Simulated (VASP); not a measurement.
An input for Quantum ESPRESSO's pw.x (written as the equivalent of a VASP run, and not itself run):

```
&CONTROL
  calculation = 'vc-relax'
  pseudo_dir = './pseudo'
  outdir = './out'
  tprnfor = .true.
  tstress = .true.
  nstep = 60
  forc_conv_thr = 0.00078
/
&SYSTEM
  ibrav = 0
  nat = 4
  ntyp = 2
  ecutwfc = 84
  occupations = 'smearing'
  smearing = 'methfessel-paxton'
  degauss = 0.00735
  input_dft = 'pbesol'
/
&ELECTRONS
  conv_thr = 7.3e-08
  electron_maxstep = 100
/
&IONS
/
&CELL
/
ATOMIC_SPECIES
  Hg 200.592 Hg.upf
  O 15.999 O.upf
CELL_PARAMETERS angstrom
     3.9354660   -0.0000001    0.0000000
    -1.9677337    3.4082139    0.0000000
    -0.0000000    0.0000000    4.9173096
ATOMIC_POSITIONS crystal
  Hg   0.3333330  0.6666670  0.2500000
  Hg   0.6666670  0.3333330  0.7500000
  O    0.3333330  0.6666670  0.7500000
  O    0.6666670  0.3333330  0.2500000
K_POINTS automatic
  8 8 6 0 0 0
```

Task: Translate this input to VASP (INCAR, KPOINTS, POSCAR, choice of POTCAR).

Result: One answer among several that fit: 
**POSCAR**
```
HgO
1.0
  3.9354659965  -0.0000001028   0.0000000000
 -1.9677336664   3.4082138929   0.0000000000
  0.0000000000   0.0000000000   4.9173095873
Hg O
2 2
direct
  0.3333330000   0.6666670000   0.2500000000
  0.6666670000   0.3333330000   0.7500000000
  0.3333330000   0.6666670000   0.7500000000
  0.6666670000   0.3333330000   0.2500000000
```

INCAR:
```
LASPH = .TRUE.   # aspherical one-centre terms
ISMEAR = 1
EDIFF = 1E-6   # SCF stop (eV)
LCHARG = .FALSE.
EDIFFG = -0.02   # ionic stop
SYSTEM = HgO
LMAXMIX = 6   # l cut-off of mixed one-centre charges
PREC = Accurate
LREAL = .FALSE.   # projection in real space or not
NELM = 100   # most electronic steps
ALGO = Normal   # blocked Davidson
IBRION = 2   # conjugate gradients
SIGMA = 0.1
NSW = 60   # most ionic steps
ISIF = 3   # ions, shape and volume
LWAVE = .FALSE.
ENCUT = 520   # plane-wave cut-off (eV)
GGA = PS   # PBEsol
```

File KPOINTS:
```
Automatic mesh
0
Gamma
8 8 6
0 0 0
```

POTCAR, in this order: Hg O (PBE.64 set). Program: vasp_std.

Limits of the translation: the potentials are each code's own (VASP's PAW set, PseudoDojo norm-conserving files in pw.x), so ENCUT and ecutwfc are chosen apart and not converted; conv_thr bounds pw.x's estimated SCF error, while EDIFF bounds the energy change between steps; forc_conv_thr acts on force components and is met together with etot_conv_thr.

The structure was generated: HgO was put into the h-BN type (P6_3/mmc), which need not be its known phase. This run relaxes it. Symmetry was kept, so distortions that lower it aren't found. The start is the result of an earlier pass.
